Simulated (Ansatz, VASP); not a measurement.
# Cross-check of SiTe2 between VASP and Ansatz, part 2 of 2

Wanted: the spread between two codes on one cell, functional and k mesh. The cell is taken from a series of runs on this material, whose earlier steps may have relaxed, scaled, displaced or heated it; both programs get it as it stands.

VASP 6.6.1 and Ansatz 0.2.0.

So far: Set-up; Ansatz: zone-centre phonons, PBEsol.

## Step 3: VASP: zone-centre phonons, PBEsol

Level of this step: PBEsol; plane waves and PAW (Si, Te) (VASP).

The same cell, functional, mesh and smearing now go to VASP, with its own data sets.

Lines of VASP's logs that name or quote its potential files are left out, and so is its time.

Input file INCAR:

```
SYSTEM = SiTe2
PREC = Accurate
ENCUT = 500
EDIFF = 1E-08
NELM = 120
ISMEAR = 1
SIGMA = 0.2
LREAL = .FALSE.
ALGO = Normal
GGA = PS
NBANDS = 14
LORBIT = 11
LWAVE = .FALSE.
LCHARG = .FALSE.
ISIF = 2
IBRION = 8
LASPH = .TRUE.
GGA_COMPAT = .FALSE.
NELMDL = -8
KPAR = 2
```

Input file POSCAR:

```
SiTe2
1.0
    3.7022098315      0.0000000000      0.0000000000
   -1.8511049158      3.2062077642      0.0000000000
    0.0000000000      0.0000000000     30.4240000000
Si Te
1 2
Direct
    0.0000000000      0.0000000000      0.3286878780
    0.3333333333      0.6666666667      0.3821132048
    0.6666666667      0.3333333333      0.2752625512
```

Input file KPOINTS:

```
Automatic mesh
0
Gamma
15 15 1
0 0 0
```

PAW data sets: Si and Te (PBE family, release 64).

Launch:

```sh
> mpirun -np 2 vasp_std
```

Numbers of over 12 decimals in the logs are rounded to 6 here.

Log:

```text
[banner, memory and clock lines left out]
running    2 mpi-ranks, on    1 nodes
 distrk:  each k-point on    1 cores,    2 groups
 distr:  one band on    1 cores,    1 groups

 POSCAR found type information on POSCAR SiTe
 POSCAR found :  2 types and       3 ions
|                                                                             |
|               ----> ADVICE to this user running VASP <----                  |
|                                                                             |
|     You enforced a specific xc type in the INCAR file but a different       |
|     [... a line on the potential file left out ...]
|     I HOPE YOU KNOW WHAT YOU ARE DOING!                                     |
|                                                                             |

 LDA part: xc-table for (Slater+PW92), standard interpolation
 POSCAR, INCAR and KPOINTS ok, starting setup
 FFT: planning ... GRIDC
 FFT: planning ... GRID_SOFT
 FFT: planning ... GRID
 WAVECAR not read
 entering main loop
       N       E                     dE             d eps       ncg     rms          rms(c)
DAV:   1     0.105399328820E+03    0.10540E+03   -0.43034E+03   756   0.734E+02
DAV:   2    -0.260949088358E+01   -0.10801E+03   -0.10132E+03  1278   0.126E+02
DAV:   3    -0.124935096143E+02   -0.98840E+01   -0.97464E+01   998   0.480E+01
DAV:   4    -0.127811909316E+02   -0.28768E+00   -0.28698E+00  1056   0.101E+01
DAV:   5    -0.127911354750E+02   -0.99445E-02   -0.99437E-02  1242   0.197E+00
DAV:   6    -0.127912320176E+02   -0.96543E-04   -0.96542E-04  1110   0.165E-01
DAV:   7    -0.127912366266E+02   -0.46090E-05   -0.46090E-05  1254   0.317E-02
DAV:   8    -0.127912367545E+02   -0.12793E-06   -0.12798E-06  1162   0.380E-03    0.995E+00
DAV:   9    -0.126859872492E+02    0.10525E+00   -0.96020E-02   978   0.209E+00    0.540E+00
DAV:  10    -0.126539381531E+02    0.32049E-01   -0.71833E-02  1002   0.153E+00    0.536E-01
DAV:  11    -0.126533491806E+02    0.58897E-03   -0.83675E-03   996   0.575E-01    0.316E-01
DAV:  12    -0.126532155851E+02    0.13360E-03   -0.88591E-04  1202   0.175E-01    0.164E-01
DAV:  13    -0.126528762003E+02    0.33938E-03   -0.62814E-04   996   0.136E-01    0.136E-01
DAV:  14    -0.126530104639E+02   -0.13426E-03   -0.71515E-05   954   0.556E-02    0.314E-02
[...]
DAV:  22    -0.126534377673E+02   -0.42558E-05   -0.12238E-07   954   0.103E-03    0.582E-04
DAV:  23    -0.126534402588E+02   -0.24915E-05   -0.36637E-08   984   0.598E-04    0.408E-04
DAV:  24    -0.126534416785E+02   -0.14197E-05   -0.21612E-08   876   0.410E-04    0.418E-04
DAV:  25    -0.126534419799E+02   -0.30133E-06   -0.46161E-10   822   0.167E-04    0.143E-04
DAV:  26    -0.126534422463E+02   -0.26638E-06   -0.16006E-09   702   0.156E-04    0.130E-04
DAV:  27    -0.126534422719E+02   -0.25654E-07    0.47746E-10   792   0.586E-05    0.894E-05
DAV:  28    -0.126534422950E+02   -0.23072E-07    0.62629E-10   672   0.403E-05    0.364E-05
DAV:  29    -0.126534422985E+02   -0.35278E-08    0.69701E-10   762   0.189E-05
   1 F= -.12653442E+02 E0= -.12653188E+02  d E =-.763014E-03
 Linear response reoptimize wavefunctions to high precision
DAV:   1    -0.126534422998E+02   -0.13229E-08    0.71762E-10   636   0.117E-05
DAV:   2    -0.126534422999E+02   -0.32742E-10    0.72387E-10   804   0.576E-06
 Linear response DOF=           4
 Linear response progress:
  Degree of freedom:   1/  4
       N       E                     dE             d eps       ncg     rms          rms(c)
RMM:   1    -0.189005106614E-01   -0.18901E-01    0.11782E-02  4365   0.841E-01
RMM:   2    -0.164835252488E-01    0.24170E-02   -0.13940E-03  2886   0.211E-01    0.985E-02
RMM:   3    -0.165183084854E-01   -0.34783E-04   -0.75320E-05  2907   0.526E-02    0.553E-02
RMM:   4    -0.165988767159E-01   -0.80568E-04   -0.33498E-05  2918   0.296E-02    0.547E-03
RMM:   5    -0.165880654611E-01    0.10811E-04   -0.15664E-06  3067   0.766E-03    0.232E-03
RMM:   6    -0.165797529628E-01    0.83125E-05   -0.17498E-07  3162   0.228E-03    0.910E-04
RMM:   7    -0.165804101396E-01   -0.65718E-06   -0.10114E-08  3092   0.782E-04    0.262E-04
RMM:   8    -0.165810362027E-01   -0.62606E-06   -0.63733E-09  3247   0.221E-04    0.599E-05
RMM:   9    -0.165810995454E-01   -0.63343E-07   -0.16834E-09  3078   0.113E-04    0.417E-05
RMM:  10    -0.165811119853E-01   -0.12440E-07    0.18011E-10  3383   0.362E-05    0.519E-06
RMM:  11    -0.165811158756E-01   -0.38902E-08   -0.52529E-10  3216   0.184E-05    0.296E-06
 first order change of Fermi-energy  -0.17044E-03
 force on displaced ion       1 direction 1 :  -4.206   0.000   0.000
 Linear response progress:
  Degree of freedom:   2/  4
       N       E                     dE             d eps       ncg     rms          rms(c)
RMM:   1    -0.353966759497E-01   -0.35397E-01    0.42713E-02  1957   0.995E-01
RMM:   2    -0.309923094255E-01    0.44044E-02   -0.26440E-03  1223   0.306E-01    0.169E-01
RMM:   3    -0.309577091172E-01    0.34600E-04   -0.15643E-04  1336   0.766E-02    0.811E-02
RMM:   4    -0.309514991528E-01    0.62100E-05   -0.54102E-05  1265   0.356E-02    0.263E-02
RMM:   5    -0.309515339556E-01   -0.34803E-07   -0.69888E-06  1347   0.120E-02    0.973E-03
RMM:   6    -0.309609316262E-01   -0.93977E-05   -0.88337E-07  1327   0.567E-03    0.338E-03
RMM:   7    -0.309606422731E-01    0.28935E-06   -0.16529E-07  1360   0.196E-03    0.409E-04
RMM:   8    -0.309607816603E-01   -0.13939E-06   -0.11003E-08  1398   0.513E-04    0.313E-04
RMM:   9    -0.309611193186E-01   -0.33766E-06   -0.27347E-08  1399   0.582E-04    0.175E-04
RMM:  10    -0.309611407765E-01   -0.21458E-07    0.45878E-09  1413   0.104E-04    0.644E-05
RMM:  11    -0.309611340587E-01    0.67178E-08    0.14432E-08  1387   0.232E-04    0.463E-05
 first order change of Fermi-energy   0.32628E-03
 force on displaced ion       1 direction 3 :  -0.000   0.000  -8.715
 Linear response progress:
  Degree of freedom:   3/  4
       N       E                     dE             d eps       ncg     rms          rms(c)
RMM:   1    -0.406007677814E-01   -0.40601E-01    0.31628E-02  7621   0.104E+00
RMM:   2    -0.400762042306E-01    0.52456E-03   -0.20520E-03  5187   0.279E-01    0.703E-02
RMM:   3    -0.401378333474E-01   -0.61629E-04   -0.12806E-04  5136   0.672E-02    0.507E-02
RMM:   4    -0.402088390154E-01   -0.71006E-04   -0.20951E-05  5285   0.269E-02    0.141E-02
RMM:   5    -0.402342751644E-01   -0.25436E-04   -0.17848E-06  5492   0.862E-03    0.338E-03
RMM:   6    -0.402297040524E-01    0.45711E-05   -0.15380E-07  5616   0.256E-03    0.557E-04
RMM:   7    -0.402285845948E-01    0.11195E-05   -0.38621E-08  5873   0.735E-04    0.240E-04
RMM:   8    -0.402289675695E-01   -0.38297E-06    0.56891E-09  5772   0.298E-04    0.736E-05
RMM:   9    -0.402291518172E-01   -0.18425E-06    0.41046E-08  5857   0.121E-04    0.248E-05
RMM:  10    -0.402291104349E-01    0.41382E-07    0.38385E-08  5900   0.544E-05    0.813E-06
RMM:  11    -0.402291239710E-01   -0.13536E-07    0.13259E-08  5925   0.255E-05    0.468E-06
RMM:  12    -0.402291313575E-01   -0.73865E-08    0.65160E-09  6052   0.156E-05    0.104E-06
 first order change of Fermi-energy  -0.36405E-05
 force on displaced ion       2 direction 1 :  -2.728   0.003   0.004
 Linear response progress:
  Degree of freedom:   4/  4
       N       E                     dE             d eps       ncg     rms          rms(c)
RMM:   1    -0.826718229185E-01   -0.82672E-01    0.46305E-02  1810   0.112E+00
RMM:   2    -0.810296586283E-01    0.16422E-02   -0.28349E-03  1251   0.323E-01    0.102E-01
RMM:   3    -0.809446593580E-01    0.84999E-04   -0.22366E-04  1305   0.841E-02    0.746E-02
RMM:   4    -0.808930170628E-01    0.51642E-04   -0.47579E-05  1288   0.333E-02    0.376E-02
RMM:   5    -0.808771834579E-01    0.15834E-04   -0.17156E-05  1317   0.204E-02    0.117E-02
RMM:   6    -0.808772466427E-01   -0.63185E-07   -0.13162E-06  1314   0.616E-03    0.809E-03
RMM:   7    -0.808799713590E-01   -0.27247E-05   -0.32119E-07  1373   0.275E-03    0.142E-03
RMM:   8    -0.808808337722E-01   -0.86241E-06   -0.33464E-08  1355   0.919E-04    0.121E-03
RMM:   9    -0.808839946956E-01   -0.31609E-05   -0.10384E-07  1378   0.102E-03    0.508E-04
RMM:  10    -0.808846707352E-01   -0.67604E-06   -0.13227E-08  1411   0.299E-04    0.276E-04
RMM:  11    -0.808871710403E-01   -0.25003E-05   -0.80594E-08  1402   0.673E-04    0.228E-04
RMM:  12    -0.808872897455E-01   -0.11871E-06   -0.12248E-08  1464   0.162E-04    0.161E-04
RMM:  13    -0.808874976931E-01   -0.20795E-06   -0.37176E-09  1489   0.284E-04    0.240E-05
RMM:  14    -0.808876309058E-01   -0.13321E-06    0.43381E-08  1503   0.122E-04    0.497E-05
RMM:  15    -0.808876359619E-01   -0.50562E-08    0.99510E-09  1488   0.112E-04    0.327E-05
 first order change of Fermi-energy   0.93200E+00
 force on displaced ion       2 direction 3 :  -0.000  -0.000  -7.419
 Linear response finished
```

OUTCAR, selected parts (step 3):

```text
ion  position               nearest neighbor table
   1  0.000  0.000  0.329-   3 2.69   2 2.69   3 2.69   2 2.69   3 2.69   2 2.69
   2  0.333  0.667  0.382-   1 2.69   1 2.69   1 2.69
   3  0.667  0.333  0.275-   1 2.69   1 2.69   1 2.69

  LATTYP: Found a hexagonal cell.
 ALAT       =     3.7022098315
 C/A-ratio  =     8.2177946104

 Subroutine GETGRP returns: Found 12 space group operations
 (whereof  6 operations were pure point group operations)

The static configuration has the point symmetry C_3v.
 The point group associated with its full space group is D_3d.

 Found     27 irreducible k-points:

   k-points           NKPTS =     27   k-points in BZ     NKDIM =     27   number of bands    NBANDS=     14

   dimension x,y,z NGX =    28 NGY =   28 NGZ =  224
   dimension x,y,z NGXF=    56 NGYF=   56 NGZF=  448

   ENCUT  =  500.0 eV  36.75 Ry    6.06 a.u.   6.75  6.75 55.47*2*pi/ulx,y,z

   NELECT =      16.0000    total number of electrons

 k-points in reciprocal lattice and weights: Automatic mesh
   0.00000000  0.00000000  0.00000000       0.004
   0.06666667 -0.00000000  0.00000000       0.027
   0.13333333 -0.00000000  0.00000000       0.027
   0.20000000 -0.00000000  0.00000000       0.027
   0.26666667 -0.00000000  0.00000000       0.027
   0.33333333 -0.00000000  0.00000000       0.027
   0.40000000 -0.00000000  0.00000000       0.027
   0.46666667 -0.00000000  0.00000000       0.027
   0.06666667  0.06666667  0.00000000       0.027
[...]
0.33333333  0.26666667  0.00000000       0.053
   0.33333333  0.33333333  0.00000000       0.009

 average (electrostatic) potential at core
       1 -92.0614       2 -96.3491       3 -96.3491

  Total        0.8390783      0.8390783      0.1181717     -0.0000000      0.0000000     -0.0000000
  in kB        3.7225803      3.7225803      0.5242702     -0.0000000      0.0000000     -0.0000000
  external PRESSURE =       2.6564769 kB  Pullay stress =       0.0000000 kB

  energy-cutoff  :      500.00
  volume of cell :      361.13
      direct lattice vectors                 reciprocal lattice vectors
     3.702209831  0.000000000  0.000000000     0.270108947  0.155947473  0.000000000
    -1.851104916  3.206207764  0.000000000     0.000000000  0.311894947  0.000000000
     0.000000000  0.000000000 30.424000000     0.000000000  0.000000000  0.032868788

 POSITION                                       TOTAL-FORCE (eV/Angst)
 -----------------------------------------------------------------------------------
      0.00000      0.00000     10.00000        -0.000000      0.000000      0.000000
     -0.00000      2.13747     11.62541         0.000000     -0.000000      0.037439
      1.85110      1.06874      8.37459        -0.000000      0.000000     -0.037439
 -----------------------------------------------------------------------------------
    total drift:                               -0.000000     -0.000000      0.000006

 Eigenvectors and eigenvalues of the dynamical matrix
 ----------------------------------------------------

   1 f  =    9.175353 THz    57.650445 2PiTHz  306.056843 cm-1    37.946195 meV
             X         Y         Z           dx          dy          dz
      0.000000  0.000000 10.000000     0.000000    0.000000    0.949122
     -0.000000  2.137472 11.625412    -0.000000    0.000000   -0.222673
      1.851105  1.068736  8.374588    -0.000000   -0.000000   -0.222673

   2 f  =    6.376123 THz    40.062361 2PiTHz  212.684563 cm-1    26.369513 meV
             X         Y         Z           dx          dy          dz
      0.000000  0.000000 10.000000    -0.783460    0.535329    0.000000
     -0.000000  2.137472 11.625412     0.184265   -0.125906    0.000000
      1.851105  1.068736  8.374588     0.184265   -0.125906   -0.000000

   3 f  =    6.376123 THz    40.062361 2PiTHz  212.684563 cm-1    26.369513 meV
             X         Y         Z           dx          dy          dz
      0.000000  0.000000 10.000000    -0.535329   -0.783460    0.000000
     -0.000000  2.137472 11.625412     0.125906    0.184265   -0.000000
      1.851105  1.068736  8.374588     0.125906    0.184265   -0.000000

   4 f  =    4.480296 THz    28.150528 2PiTHz  149.446579 cm-1    18.529006 meV
             X         Y         Z           dx          dy          dz
      0.000000  0.000000 10.000000    -0.000000    0.000000   -0.000000
     -0.000000  2.137472 11.625412     0.000000   -0.000000   -0.707107
      1.851105  1.068736  8.374588    -0.000000    0.000000    0.707107

   5 f  =    2.530289 THz    15.898276 2PiTHz   84.401363 cm-1    10.464431 meV
             X         Y         Z           dx          dy          dz
      0.000000  0.000000 10.000000     0.000000    0.000000   -0.000000
     -0.000000  2.137472 11.625412     0.583823   -0.398937   -0.000000
      1.851105  1.068736  8.374588    -0.583823    0.398937   -0.000000

   6 f  =    2.530289 THz    15.898276 2PiTHz   84.401363 cm-1    10.464431 meV
             X         Y         Z           dx          dy          dz
      0.000000  0.000000 10.000000    -0.000000    0.000000   -0.000000
     -0.000000  2.137472 11.625412    -0.398937   -0.583823   -0.000000
      1.851105  1.068736  8.374588     0.398937    0.583823   -0.000000

   7 f/i=    0.000407 THz     0.002557 2PiTHz    0.013575 cm-1     0.001683 meV
             X         Y         Z           dx          dy          dz
      0.000000  0.000000 10.000000     0.000000   -0.000000    0.314908
     -0.000000  2.137472 11.625412     0.000000   -0.000000    0.671131
      1.851105  1.068736  8.374588     0.000000   -0.000000    0.671131

   8 f/i=    0.005027 THz     0.031584 2PiTHz    0.167675 cm-1     0.020789 meV
             X         Y         Z           dx          dy          dz
      0.000000  0.000000 10.000000    -0.051800   -0.311334   -0.000000
     -0.000000  2.137472 11.625412    -0.110122   -0.661866   -0.000000
      1.851105  1.068736  8.374588    -0.110122   -0.661866   -0.000000

   9 f/i=    0.005027 THz     0.031584 2PiTHz    0.167675 cm-1     0.020789 meV
             X         Y         Z           dx          dy          dz
      0.000000  0.000000 10.000000     0.311334   -0.051800   -0.000000
     -0.000000  2.137472 11.625412     0.661866   -0.110122   -0.000000
      1.851105  1.068736  8.374588     0.661866   -0.110122   -0.000000

 ELASTIC MODULI CONTR FROM IONIC RELAXATION (kBar)
 Direction    XX          YY          ZZ          XY          YZ          ZX
 --------------------------------------------------------------------------------
 XX         -30.2364    -10.6846    -70.7098      0.0000     18.9144     -0.0000
 YY         -10.6846    -30.2364    -70.7098      0.0000    -18.9144      0.0000
 ZZ         -70.7098    -70.7098   -244.3675      0.0000     -0.0000     -0.0000
 XY           0.0000      0.0000      0.0000     -9.7759      0.0000     30.7141
 YZ          18.9144    -18.9144     -0.0000      0.0000    -36.5955      0.0000
 ZX          -0.0000      0.0000     -0.0000     30.7141      0.0000    -96.4987
 --------------------------------------------------------------------------------
```

## Step 4: Comparison

Known differences besides the potentials themselves: Ansatz cuts the interaction across the vacuum, VASP repeats the sheet without a dipole correction; the data sets hold 36 valence electrons in Ansatz (on its PAW soft_1 files) and 16 in VASP; the cutoff is 420 eV in Ansatz and 500 eV in VASP; Ansatz makes its cores anew for this functional, VASP keeps those of its PBE data sets. Total energies have different zeros and are not compared.

Both answers:

```
                  quantity  Ansatz   VASP  difference
optical mode 1 to 2 (cm⁻¹)    83.8   84.4     -0.77 %
     optical mode 3 (cm⁻¹)   148.6  149.4     -0.60 %
optical mode 4 to 5 (cm⁻¹)   209.3  212.7     -1.58 %
     optical mode 6 (cm⁻¹)   303.0  306.1     -0.99 %
```

Modes are paired by rising frequency, not by their patterns, so a pair may set unlike modes beside each other; they are those without the splitting of longitudinal modes. Where the cell holds vacuum, a pressure given here is an average over it and none of the material.

## Step 5: Outcome

```yaml
r_m_s_difference_of_the_optical_zone_centre_modes_each_program_s_sorted_by_frequency_zone_centre_phonons_pbesol: 2.4 cm⁻¹
difference_in_optical_mode_4_to_5_zone_centre_phonons_pbesol: -1.6 %
```

What this shows: The r.m.s. difference of the optical zone-centre modes, each program's sorted by frequency is 2.4 cm⁻¹ (zone-centre phonons, PBEsol). The data sets hold unlike numbers of valence electrons (36 in Ansatz and 16 in VASP), so part of the differences may come from the potentials. Among the rows given in per cent, the largest difference of the zone-centre phonons, PBEsol pair is in optical mode 4 to 5, -1.6 %. Such differences can come from data sets, numerical settings and the points named under the comparisons, not from the functional's error against experiment.

[Lines on the potential files, build, host, timing and source positions are cut from VASP's logs without a mark.]

[Logs are printed without paths, hosts, clocks, repeated set-up lines and the standing remarks that a program may print on its own settings, such as how far it seeks lower states.]

[Hosts, paths, dates, database ids (printed as entryN), source tags and the programs' standing remarks are cut or masked in the printed files.]
